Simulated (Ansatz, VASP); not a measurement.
Ge2W: VASP beside Ansatz

```
CELL_PARAMETERS angstrom
-1.66000 1.66000 4.09600
1.66000 -1.66000 4.09600
3.32000 3.32000 -8.19200
ATOMIC_POSITIONS crystal
Ge 0.33330 0.33330 0.00000
Ge 0.33330 0.33330 0.50000
Ge 0.66670 0.66670 0.00000
Ge 0.66670 0.66670 0.50000
W 0.00000 0.00000 0.00000
W 0.00000 0.00000 0.50000
```

Alike in both runs: task single point; functional LDA; k mesh 8 × 8 × 8; occupations fermi-dirac, width 0.0816 eV; no spin polarisation.

|  | VASP | Ansatz |
| --- | --- | --- |
| version | VASP 6.6.1 | Ansatz 0.2.0 |
| potentials or method | VASP PAW LDA potentials, release 64 (Ge_d, W_sv) | PAW with Ansatz's default frozen-core files, scalar-relativistic |
| plane-wave cutoff (eV) | 520 | 420 |
| valence electrons in the cell | 84 | 84 |

Ansatz gave:

| Item | Value |
| --- | --- |
| pressure (GPa) | -6.0 |
| largest component of the traceless stress (GPa) | 0.20 |
| rms of the force components (eV/Å) | 0.297 |

**Question.** What did VASP give for the same quantities?

**Answer.** Pressure (GPa): -5.2; largest component of the traceless stress (GPa): 0.25; rms of the force components (eV/Å): 0.293.

Atom by atom the forces differ by 0.004 eV/Å (rms over components).

Caveats: the cell's inner coordinates are idealised or old, which leaves forces on the atoms. Spin-orbit coupling is left out, which matters for the levels of W.
